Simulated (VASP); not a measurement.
Consider the following.

```
Fe
1.0
   -1.43500     1.43500     1.43500
    1.43500    -1.43500     1.43500
    1.43500     1.43500    -1.43500
Fe
1
Direct
  0.00000   0.00000   0.00000
```
Starting moments (μB, in the order of the record's atoms Fe): 2.5.

The numbers are results of optB88-vdW, VASP's PBE PAW potentials (set 64) (plane waves; VASP 6.6.1), not measurements. Numerical set-up: 520 eV cut-off, 16×16×16 Γ-centred mesh, first-order Methfessel-Paxton smearing of 0.10 eV, potentials Fe.

Energy and stress use the plane-wave basis of the starting cell.

Problem. The ions, cell shape and volume are relaxed. Which structure does the run end with?

Solution. 
```
Fe
1.0
   -1.40944     1.40944     1.40944
    1.40944    -1.40944     1.40944
    1.40944     1.40944    -1.40944
Fe
1
Direct
  0.00000   0.00000   0.00000
```
Space group Im-3m (229), at a tolerance of 0.03 Å. The cell ends with 2.10 μB, on the sites 2.09 μB.

Problem. How do energy and volume change from the first to the last step?

Solution. The energy (σ→0) changes by -17.8 meV/atom and the volume by -5.2 %, in 3 ionic steps.

```json
[
 {"step": "1", "E(σ→0) (eV)": "-5.6284", "max force (eV/Å)": "0.000", "pressure (GPa)": "-8.58", "volume (Å³)": "11.82"},
 {"step": "2", "E(σ→0) (eV)": "-5.6354", "max force (eV/Å)": "0.000", "pressure (GPa)": "8.40", "volume (Å³)": "10.77"},
 {"step": "3", "E(σ→0) (eV)": "-5.6462", "max force (eV/Å)": "0.000", "pressure (GPa)": "0.03", "volume (Å³)": "11.20"}
]
```

The compound is Fe in the bcc structure. This run relaxes it. Symmetry was kept, so distortions that lower it aren't found.
